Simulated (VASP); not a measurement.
```xyz
4
Lattice="3.5700 0.0000 0.0000 0.0000 3.5700 0.0000 0.0000 0.0000 3.5700" Properties=species:S:1:pos:R:3 pbc="T T T"
Al     0.0000     0.0000     0.0000
Ni     0.0000     1.7850     1.7850
Ni     1.7850     0.0000     1.7850
Ni     1.7850     1.7850     0.0000
```
Starting moments (μB, in the order of the record's atoms Al Ni Ni Ni): 0.0 0.5 0.5 0.5.

The base run (VASP): PBE GGA, plane waves, VASP's PBE PAW potentials (set 64). Run with 400 eV cut-off, 8×8×8 Γ-centred mesh, first-order Methfessel-Paxton smearing of 0.10 eV, potentials Al Ni.

One setting is varied; ΔE counts from the base run. The base run took about 20 core-seconds. Times come from single runs on busy shared machines, so they are rough: good to a factor of about 2.

The base run's pressure lies -0.36 GPa from that at 600 eV (Pulay error).

| setting | cost over the base run | electronic steps | bands | ΔE (meV/atom) | pressure (GPa) |
|---|---|---|---|---|---|
| ISPIN = 1, the spin start removed | about 1/2 | 14 | 20 | 5.1 | -1.14 |
| base run | reference | 14 | 21 | 0.0 | -0.84 |
| NUPDOWN = 1 | within a factor of 2 | 15 | 21 | 4.7 | -0.71 |
| NUPDOWN = 2 | within a factor of 2 | 15 | 21 | 94.8 | 1.77 |
| MAGMOM = 0 0 0 0 | within a factor of 2 | 16 | 20 | 5.1 | -1.12 |
| NUPDOWN = 0 | within a factor of 2 | 15 | 21 | 5.1 | -1.14 |
| MAGMOM = 0.0 2.5 2.5 2.5 | within a factor of 2 | 14 | 24 | 0.0 | -0.73 |
| MAGMOM = 0.0 0.1 0.1 0.1 | within a factor of 2 | 17 | 20 | 5.1 | -1.10 |
| MAGMOM = 0.0 0.5 -0.5 0.5 | about 2 times | 19 | 20 | 0.0 | -0.84 |

Left out are runs that failed, have no time on record or changed the cell.

The compound is Ni3Al in the L1_2 structure. The cell was not relaxed at this level.
